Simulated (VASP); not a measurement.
# PtSe2 (Sudovikovite): phonons from a supercell, part 3 of 3

Aim: the phonon dispersion and thermal properties of PtSe2 (Sudovikovite). The start is a cell from a database of measured crystal structures.

VASP 6.6.1; PBEsol; plane waves and PAW (Pt, Se).

Still holding for the runs below: The k-mesh is coarse for a metal.

So far. Step 2 (Relax the host): The run ended after 13 ionic steps, 0.025 eV below its first step, once forces and stress met EDIFFG = -0.02. Step 3 (Tight relaxation): The run ended after 6 ionic steps, 0.000 eV below its first step, once forces and stress met EDIFFG = -0.002.

The database entry behind the starting cell has ideal inner coordinates that were not refined, so it need not match the best structure at ambient conditions.

## 4. Force constants in the supercell (continued)

From OUTCAR (step 4):

```text
  LATTYP: Found a hexagonal cell.
 ALAT       =    11.2834080093
 C/A-ratio  =     0.8579704221

The static configuration has the point symmetry D_3d.

 Found      7 irreducible k-points:

   k-points           NKPTS =      7   k-points in BZ     NKDIM =      7   number of bands    NBANDS=    236

   dimension x,y,z NGX =    70 NGY =   70 NGZ =   60
   dimension x,y,z NGXF=   140 NGYF=  140 NGZF=  120

   ENCUT  =  350.0 eV  25.72 Ry    5.07 a.u.  17.21 17.21 14.77*2*pi/ulx,y,z

   NELECT =     396.0000    total number of electrons

 E-fermi :   6.6133

 k-point     1 :       0.0000    0.0000    0.0000
  band No.  band energies     occupation
    ...
    197       5.6038      2.00000
    198       6.5819      1.26244
    199       6.5819      1.26244
    200       6.5823      1.25937
    201       6.5833      1.25111
    202       7.3644     -0.00000
    203       7.3644     -0.00000
    204       7.3698     -0.00000
    205       7.3703     -0.00000
    206       7.3703     -0.00000
    ...

 k-point     2 :       0.3333   -0.0000    0.0000
  band No.  band energies     occupation
    ...
    194       5.6716      2.00000
    195       5.8241      2.00000
    196       5.8247      2.00000
    197       6.0843      2.00118
    198       6.5756      1.31282
    199       6.7409      0.12753
    200       6.7415      0.12501
    201       6.8002     -0.03387
    202       6.8014     -0.03562
    203       7.2062     -0.00023
    ...

  energy-cutoff  :      350.00
  volume of cell :     1067.39
      direct lattice vectors                 reciprocal lattice vectors
    11.283408009  0.000000000  0.000000000     0.088625706  0.051168075  0.000000000
    -5.641704005  9.771717977  0.000000000     0.000000000  0.102336150  0.000000000
     0.000000000  0.000000000  9.680830332     0.000000000  0.000000000  0.103296925

 POSITION                                       TOTAL-FORCE (eV/Angst)
 -----------------------------------------------------------------------------------
      0.00000      0.00000      0.00000        -0.000789     -0.000455     -0.000529
      0.00000      0.00000      4.84042         0.017752      0.010249     -0.037273
     -1.88057      3.25724      0.00000        -0.001703      0.000983     -0.000540
     -1.88057      3.25724      4.84042         0.000918     -0.000530      0.000096
     -3.76114      6.51448      0.00000        -0.000000     -0.001967     -0.000540
     -3.76114      6.51448      4.84042         0.000000      0.001060      0.000096
      3.76114      0.00000      0.00000         0.000789     -0.000455     -0.000529
      3.76114      0.00000      4.84042        -0.017752      0.010249     -0.037273
      1.88057      3.25724      0.00000         0.000000      0.000911     -0.000529
      1.88057      3.25724      4.84042        -0.000000     -0.020498     -0.037273
     -0.00000      6.51448      0.00000        -0.002050     -0.001184      0.000645
     -0.00000      6.51448      4.84042         0.000203      0.000117     -0.000150
      7.52227      0.00000      0.00000         0.000000      0.002367      0.000645
      7.52227      0.00000      4.84042        -0.000000     -0.000235     -0.000150
      5.64170      3.25724      0.00000         0.001703      0.000983     -0.000540
      5.64170      3.25724      4.84042        -0.000918     -0.000530      0.000096
      3.76114      6.51448      0.00000         0.002050     -0.001184      0.000645
      3.76114      6.51448      4.84042        -0.000203      0.000117     -0.000150
      1.88057      1.08575      3.55817        -0.000000      0.000000      0.128965
      1.88057      1.08575      8.41358        -0.000000      0.000000     -0.003943
      0.00000      4.34299      3.57317         0.002128     -0.001317      0.000883
      0.00000      4.34299      8.41358         0.000294      0.000326     -0.001214
     -1.88057      7.60023      3.57317        -0.000077      0.002502      0.000883
     -1.88057      7.60023      8.41358         0.000430      0.000091     -0.001214
      5.64170      1.08575      3.57317        -0.002205     -0.001185      0.000883
      5.64170      1.08575      8.41358         0.000136     -0.000418     -0.001214
      3.76114      4.34299      3.57317        -0.002128     -0.001317      0.000883
      3.76114      4.34299      8.41358        -0.000294      0.000326     -0.001214
      1.88057      7.60023      3.57317        -0.000000      0.000000     -0.003075
      1.88057      7.60023      8.41358        -0.000000      0.000000     -0.006123
      9.40284      1.08575      3.57317         0.002205     -0.001185      0.000883
      9.40284      1.08575      8.41358        -0.000136     -0.000418     -0.001214
      7.52227      4.34299      3.57317        -0.000000      0.000000     -0.005067
      7.52227      4.34299      8.41358        -0.000000      0.000000     -0.008136
      5.64170      7.60023      3.57317         0.000077      0.002502      0.000883
      5.64170      7.60023      8.41358        -0.000430      0.000091     -0.001214
      0.00000      2.17149      1.26725        -0.001265      0.000730      0.000760
      0.00000      2.17149      6.10766         0.009765     -0.005638     -0.009666
[...]
-----------------------------------------------------------------------------------
[...]
-0.000000  6.514479  0.000000     0.141317    0.043823    0.000000
     -0.000000  6.514479  4.840415    -0.141317   -0.043823    0.000000
      7.522272  0.000000  0.000000     0.141317    0.043823    0.000000
      7.522272  0.000000  4.840415    -0.141317   -0.043823    0.000000
      5.641704  3.257239  0.000000     0.141317    0.043823    0.000000
      5.641704  3.257239  4.840415    -0.141317   -0.043823   -0.000000
      3.761136  6.514479  0.000000     0.141317    0.043823    0.000000
      3.761136  6.514479  4.840415    -0.141317   -0.043823    0.000000
      1.880568  1.085746  3.573166     0.123918    0.038428    0.000000
      1.880568  1.085746  8.413581    -0.123918   -0.038428   -0.000000
      0.000000  4.342986  3.573166     0.123918    0.038428    0.000000
      0.000000  4.342986  8.413581    -0.123918   -0.038428    0.000000
     -1.880568  7.600225  3.573166     0.123918    0.038428   -0.000000
     -1.880568  7.600225  8.413581    -0.123918   -0.038428    0.000000
      5.641704  1.085746  3.573166     0.123918    0.038428   -0.000000
      5.641704  1.085746  8.413581    -0.123918   -0.038428    0.000000
      3.761136  4.342986  3.573166     0.123918    0.038428   -0.000000
      3.761136  4.342986  8.413581    -0.123918   -0.038428    0.000000
      1.880568  7.600225  3.573166     0.123918    0.038428    0.000000
      1.880568  7.600225  8.413581    -0.123918   -0.038428    0.000000
      9.402840  1.085746  3.573166     0.123918    0.038428   -0.000000
      9.402840  1.085746  8.413581    -0.123918   -0.038428    0.000000
      7.522272  4.342986  3.573166     0.123918    0.038428    0.000000
      7.522272  4.342986  8.413581    -0.123918   -0.038428    0.000000
      5.641704  7.600225  3.573166     0.123918    0.038428    0.000000
      5.641704  7.600225  8.413581    -0.123918   -0.038428    0.000000
      0.000000  2.171493  1.267249    -0.123918   -0.038428    0.000000
      0.000000  2.171493  6.107664     0.123918    0.038428    0.000000
[...]
3.761136  8.685972  1.267249    -0.123918   -0.038428    0.000000
      3.761136  8.685972  6.107664     0.123918    0.038428   -0.000000

   2 f  =    6.911550 THz    43.426551 2PiTHz  230.544498 cm-1    28.583862 meV
             X         Y         Z           dx          dy          dz
      0.000000  0.000000  0.000000    -0.043823    0.141317   -0.000000
      0.000000  0.000000  4.840415     0.043823   -0.141317    0.000000
     -1.880568  3.257239  0.000000    -0.043823    0.141317    0.000000
     -1.880568  3.257239  4.840415     0.043823   -0.141317    0.000000
     -3.761136  6.514479  0.000000    -0.043823    0.141317   -0.000000
     -3.761136  6.514479  4.840415     0.043823   -0.141317    0.000000
      3.761136  0.000000  0.000000    -0.043823    0.141317   -0.000000
      3.761136  0.000000  4.840415     0.043823   -0.141317    0.000000
      1.880568  3.257239  0.000000    -0.043823    0.141317   -0.000000
      1.880568  3.257239  4.840415     0.043823   -0.141317   -0.000000
     -0.000000  6.514479  0.000000    -0.043823    0.141317   -0.000000
     -0.000000  6.514479  4.840415     0.043823   -0.141317    0.000000
      7.522272  0.000000  0.000000    -0.043823    0.141317    0.000000
      7.522272  0.000000  4.840415     0.043823   -0.141317    0.000000
      5.641704  3.257239  0.000000    -0.043823    0.141317   -0.000000
      5.641704  3.257239  4.840415     0.043823   -0.141317    0.000000
      3.761136  6.514479  0.000000    -0.043823    0.141317    0.000000
      3.761136  6.514479  4.840415     0.043823   -0.141317    0.000000
      1.880568  1.085746  3.573166    -0.038428    0.123918   -0.000000
      1.880568  1.085746  8.413581     0.038428   -0.123918    0.000000
      0.000000  4.342986  3.573166    -0.038428    0.123918    0.000000
      0.000000  4.342986  8.413581     0.038428   -0.123918    0.000000
     -1.880568  7.600225  3.573166    -0.038428    0.123918    0.000000
     -1.880568  7.600225  8.413581     0.038428   -0.123918    0.000000
      5.641704  1.085746  3.573166    -0.038428    0.123918   -0.000000
      5.641704  1.085746  8.413581     0.038428   -0.123918    0.000000
      3.761136  4.342986  3.573166    -0.038428    0.123918   -0.000000
      3.761136  4.342986  8.413581     0.038428   -0.123918   -0.000000
      1.880568  7.600225  3.573166    -0.038428    0.123918   -0.000000
      1.880568  7.600225  8.413581     0.038428   -0.123918   -0.000000
      9.402840  1.085746  3.573166    -0.038428    0.123918   -0.000000
      9.402840  1.085746  8.413581     0.038428   -0.123918   -0.000000
      7.522272  4.342986  3.573166    -0.038428    0.123918   -0.000000
      7.522272  4.342986  8.413581     0.038428   -0.123918   -0.000000
      5.641704  7.600225  3.573166    -0.038428    0.123918   -0.000000
      5.641704  7.600225  8.413581     0.038428   -0.123918   -0.000000
      0.000000  2.171493  1.267249     0.038428   -0.123918    0.000000
      0.000000  2.171493  6.107664    -0.038428    0.123918   -0.000000
[...]
3.761136  8.685972  1.267249     0.038428   -0.123918    0.000000
      3.761136  8.685972  6.107664    -0.038428    0.123918   -0.000000

   3 f  =    6.701684 THz    42.107923 2PiTHz  223.544120 cm-1    27.715926 meV
             X         Y         Z           dx          dy          dz
    [... 9114 further lines ...]
      5.641704  5.428732  6.107664    -0.000000   -0.000000   -0.111511
      3.761136  8.685972  1.267249    -0.000000   -0.000000   -0.111511
      3.761136  8.685972  6.107664    -0.000000   -0.000000   -0.111511

 ELASTIC MODULI CONTR FROM IONIC RELAXATION (kBar)
 Direction    XX          YY          ZZ          XY          YZ          ZX
 --------------------------------------------------------------------------------
 XX           0.0000      0.0000      0.0000      0.0000      0.0000      0.0000
 YY           0.0000      0.0000      0.0000      0.0000      0.0000      0.0000
 ZZ           0.0000      0.0000      0.0000      0.0000      0.0000      0.0000
 XY           0.0000      0.0000      0.0000      0.0000      0.0000      0.0000
 YZ           0.0000      0.0000      0.0000      0.0000      0.0000      0.0000
 ZX           0.0000      0.0000      0.0000      0.0000      0.0000      0.0000
 --------------------------------------------------------------------------------

[... 1 part as in an earlier step ...]

[... 7 further parts left out ...]
```

The last energy, forces, stress and levels in OUTCAR belong to the last displaced cell, not to the cell of POSCAR.

Numbers from this step:

* electrons: 396
* lowest frequency: -2.33e-6 cm⁻¹
* highest frequency: 230.5 cm⁻¹
* dynamically stable: yes
* zero point energy: 30.07 meV/atom
* heat capacity 300: 23.60 J/K/mol of atoms
* entropy 300: 34.10 J/K/mol of atoms

No long-range dipole term. Phonon branches along the path, in cm⁻¹:

| point | branch 1 | branch 2 | branch 3 | branch 4 | branch 5 | branch 6 | branch 7 | branch 8 | branch 9 |
| --- | --- | --- | --- | --- | --- | --- | --- | --- | --- |
| Γ | 0 | 0 | 0 | 163 | 163 | 205 | 214 | 214 | 218 |
| 0.47 of the way | 51 | 64 | 100 | 175 | 183 | 203 | 211 | 217 | 219 |
| M | 100 | 104 | 148 | 152 | 160 | 203 | 205 | 215 | 226 |
| 0.53 of the way | 95 | 112 | 143 | 147 | 162 | 198 | 202 | 209 | 218 |
| K | 95 | 127 | 127 | 152 | 152 | 201 | 201 | 204 | 209 |
| 0.47 of the way | 60 | 84 | 119 | 178 | 180 | 201 | 207 | 216 | 218 |
| Γ | 0 | 0 | 0 | 163 | 163 | 205 | 214 | 214 | 218 |
| 0.47 of the way | 29 | 29 | 34 | 166 | 166 | 201 | 221 | 222 | 222 |
| A | 43 | 43 | 52 | 172 | 172 | 198 | 224 | 231 | 231 |
| 0.47 of the way | 48 | 61 | 84 | 169 | 186 | 199 | 208 | 216 | 221 |
| L | 92 | 97 | 151 | 153 | 156 | 204 | 204 | 213 | 218 |
| 0.47 of the way | 95 | 114 | 153 | 157 | 164 | 205 | 205 | 213 | 215 |
| H | 102 | 142 | 142 | 169 | 169 | 206 | 209 | 211 | 211 |
| 0.47 of the way | 60 | 82 | 102 | 174 | 182 | 201 | 204 | 212 | 217 |
| A | 43 | 43 | 52 | 172 | 172 | 198 | 224 | 231 | 231 |
| jump to L | 92 | 97 | 151 | 153 | 156 | 204 | 204 | 213 | 218 |
| 0.53 of the way | 96 | 101 | 148 | 155 | 157 | 203 | 205 | 216 | 220 |
| M | 100 | 104 | 148 | 152 | 160 | 203 | 205 | 215 | 226 |
| jump to K | 95 | 127 | 127 | 152 | 152 | 201 | 201 | 204 | 209 |
| 0.47 of the way | 98 | 134 | 134 | 159 | 159 | 205 | 205 | 205 | 208 |
| H | 102 | 142 | 142 | 169 | 169 | 206 | 209 | 211 | 211 |

The phonon branches as a text plot (rows in cm⁻¹):

```
    226 |    *****              ******             ****   **
    216 |***********  **********    ********** ******  *****
    207 |***********************     ***************   **********
    197 |         *******       ********          *****     *
    187 |   *                        **            *
    178 |  ***          ***        **  *       **** **
    168 |***  *       **   ** ********* *   *****  ****        **
    158 |*     ***** **      *         ******          ***** **
    149 |       ******                   ** **         ******
    139 |      *   *  *                       **              ***
    130 |     *     ** **               *    * **           **
    120 |    *     ***                      *
    110 |        **   *  *             *   *    **
    101 |   *  ***     *                 ** ****  *    ***** ****
     91 |     **  ****  *             * ****     *     **   *
     82 |    **       *   *            **       * **
     72 |  *           * *           *           *
     62 |   **          *           * **          ***
     53 |   *            ***     ******             ***
     43 | **              *     ******             ****
     34 | **               **  **
     24 | *                **  *
     14 |*                  * *
      5 |*                   *
         Γ      M   K        Γ    A      L    H      A|L  M|K   H
```

The phonon density of states by frequency; read off at these points:

| frequency (cm⁻¹) | phonon density of states (states/cm⁻¹/cell) |
| --- | --- |
| -10.0 | 0 |
| 0.0 | 7.0e-5 |
| 10.0 | 4.6e-4 |
| 20.0 | 0.00177 |
| 30.0 | 0.00516 |
| 40.0 | 0.0164 |
| 50.0 | 0.0217 |
| 60.0 | 0.0233 |
| 70.0 | 0.0249 |
| 80.0 | 0.0301 |
| 90.0 | 0.0446 |
| 94.7 | 0.0494 |
| 100.0 | 0.0347 |
| 110.0 | 0.0225 |
| 120.0 | 0.0189 |
| 130.0 | 0.0196 |
| 140.0 | 0.0263 |
| 150.0 | 0.0224 |
| 160.0 | 0.0511 |
| 170.0 | 0.0877 |
| 180.0 | 0.0436 |
| 190.0 | 0.00335 |
| 200.0 | 0.114 |
| 210.0 | 0.171 |
| 213.5 | 0.181 |
| 220.0 | 0.103 |
| 230.0 | 0.00578 |
| 240.0 | 0 |

Heat capacity at constant volume against temperature:

| temperature (K) | heat capacity at constant volume (J/K/mol of atoms) |
| --- | --- |
| 0 | 0 |
| 25 | 1.84 |
| 50 | 6.84 |
| 75 | 12.2 |
| 100 | 16.0 |
| 125 | 18.5 |
| 150 | 20.2 |
| 200 | 22.1 |
| 225 | 22.6 |
| 250 | 23.1 |
| 275 | 23.4 |
| 300 | 23.6 |
| 325 | 23.8 |
| 350 | 23.9 |
| 375 | 24.1 |
| 400 | 24.2 |
| 425 | 24.3 |
| 450 | 24.3 |
| 475 | 24.4 |
| 525 | 24.5 |
| 550 | 24.5 |
| 575 | 24.6 |
| 600 | 24.6 |
| 625 | 24.6 |
| 650 | 24.6 |
| 675 | 24.7 |
| 700 | 24.7 |
| 725 | 24.7 |
| 750 | 24.7 |
| 775 | 24.7 |
| 800 | 24.7 |
| 850 | 24.8 |
| 875 | 24.8 |
| 900 | 24.8 |
| 925 | 24.8 |
| 950 | 24.8 |
| 975 | 24.8 |
| 1000 | 24.8 |

Vibrational entropy against temperature:

temperature (K), vibrational entropy (J/K/mol of atoms) and a bar:
```
        0        0.0 
       25        0.7 
       50        3.4 ##
       75        7.2 ###
      100       11.3 #####
      125       15.2 #######
      150       18.7 #########
      200       24.8 ############
      225       27.4 #############
      250       29.8 ##############
      275       32.1 ###############
      300       34.1 ################
      325       36.0 #################
      350       37.8 ##################
      375       39.4 ###################
      400       41.0 ###################
      425       42.5 ####################
      450       43.8 #####################
      475       45.2 #####################
      525       47.6 ######################
      550       48.7 #######################
      575       49.8 ########################
      600       50.9 ########################
      625       51.9 #########################
      650       52.9 #########################
      675       53.8 #########################
      700       54.7 ##########################
      725       55.5 ##########################
      750       56.4 ###########################
      775       57.2 ###########################
      800       58.0 ###########################
      850       59.5 ############################
      875       60.2 ############################
      900       60.9 #############################
      925       61.6 #############################
      950       62.2 #############################
      975       62.9 ##############################
     1000       63.5 ##############################
```

## 5. What came out

| Quantity | Value |
| --- | --- |
| highest frequency | 231 cm⁻¹ |
| lowest frequency | -2.3e-6 cm⁻¹ |
| zero point energy | 30.1 meV/atom |
| heat capacity 300 | 23.6 J/K/mol of atoms |
| entropy 300 | 34.1 J/K/mol of atoms |

**Reading.** The spectrum reaches 231 cm⁻¹, and its lowest point lies at 0 cm⁻¹. The crystal is layered and no dispersion term is used, so the spacing and binding between its layers, and what hangs on them, are unreliable. No mode is imaginary, so the structure is a local minimum as far as this supercell can tell. Frequencies between the wave vectors that fit the supercell are interpolated.

[Lines on the potential files, build, host, timing and source positions are cut from VASP's logs without a mark.]

[Logs are printed without paths, hosts, clocks, repeated set-up lines and the standing remarks that a program may print on its own settings, such as how far it seeks lower states.]

[Hosts, paths, dates, database ids (printed as entryN), source tags and the programs' standing remarks are cut or masked in the printed files.]

[Runs that stopped without an error message from VASP are left out.]
